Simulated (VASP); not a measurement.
A run of VASP 6.6.1:

INCAR

```
  ALGO = Normal
  EDIFF = 1E-7
  EDIFFG = -0.02
  ENCUT = 600
  IBRION = 2
  ISIF = 3
  ISMEAR = 0
  IVDW = 12
  LASPH = True
  LCHARG = False
  LMIXTAU = True
  LREAL = False
  LWAVE = False
  METAGGA = R2SCAN
  NELM = 100
  NSW = 40
  PREC = Accurate
  SIGMA = 0.05
  VDW_A1 = 0.49484001
  VDW_A2 = 5.73083694
  VDW_S6 = 1.0
  VDW_S8 = 0.78981345
```

Contents of KPOINTS:

```
k-points
0
Gamma
  9 9 4
```

File POSCAR:

```
Mg2PbN2
1.0
    3.6268635271      0.0000000000      0.0000000000
   -1.8134317635      3.1409559505      0.0000000000
    0.0000000000      0.0000000000      6.5658920000
Pb Mg N
1 2 2
Direct
    0.0000000000      0.0000000000      0.5000000000
    0.3333333333      0.6666666667      0.8612240000
    0.6666666667      0.3333333333      0.1387760000
    0.3333333333      0.6666666667      0.2025450000
    0.6666666667      0.3333333333      0.7974550000
```

Potentials or basis: VASP PAW PBE potentials, release 64 (Pb_d, Mg, N).

Launch:

```bash
$ cat potpaw_PBE.64/Pb_d/POTCAR potpaw_PBE.64/Mg/POTCAR potpaw_PBE.64/N/POTCAR > POTCAR
$ mpirun -np 1 vasp_std > vasp.out
```

Hardware: 1 thread of Intel(R) Xeon(R) Platinum 8375C CPU @ 2.90GHz (Ice Lake) (shared host).

Estimate the wall time of this run.

Run time: 23 min on 1 thread of Intel(R) Xeon(R) Platinum 8375C CPU @ 2.90GHz (Ice Lake), with other jobs on the host, peak memory 0.3 GiB. Counts: scf iterations 79, k points 43, ion steps 6.
